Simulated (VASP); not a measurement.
Data:

```
CELL_PARAMETERS angstrom
      0.00000     2.62414     2.62414
      2.62414     0.00000     2.62414
      2.62414     2.62414     0.00000
ATOMIC_POSITIONS crystal
  Li 0.25000 0.25000 0.25000
  Li 0.75000 0.75000 0.75000
  Se 0.00000 0.00000 0.00000
```

These are PBE GGA, VASP's PBE PAW potentials (set 64) (plane waves; VASP) values and carry that method's errors. Settings: 620 eV cut-off, 7×7×7 Γ-centred mesh, Gaussian smearing of 0.050 eV, potentials Li_sv Se.

Energy and stress use the plane-wave basis of the starting cell.

The ions, cell shape and volume at an external pressure of 45.0 GPa are relaxed. Give the cell that the relaxation ends in.

```
CELL_PARAMETERS angstrom
      0.00000     2.54141     2.54141
      2.54141     0.00000     2.54141
      2.54141     2.54141     0.00000
ATOMIC_POSITIONS crystal
  Li 0.25000 0.25000 0.25000
  Li 0.75000 0.75000 0.75000
  Se 0.00000 0.00000 0.00000
```
Space group Fm-3m (225), at a tolerance of 0.03 Å.

How do energy and volume change from the first to the last step?

The energy (σ→0) changes by +254.9 meV/atom and the volume by -9.2 %, in 3 ionic steps.

The compound is Li2Se in the antifluorite structure. This run relaxes it under an external pressure of 45 GPa. Symmetry was kept, so distortions that lower it aren't found.
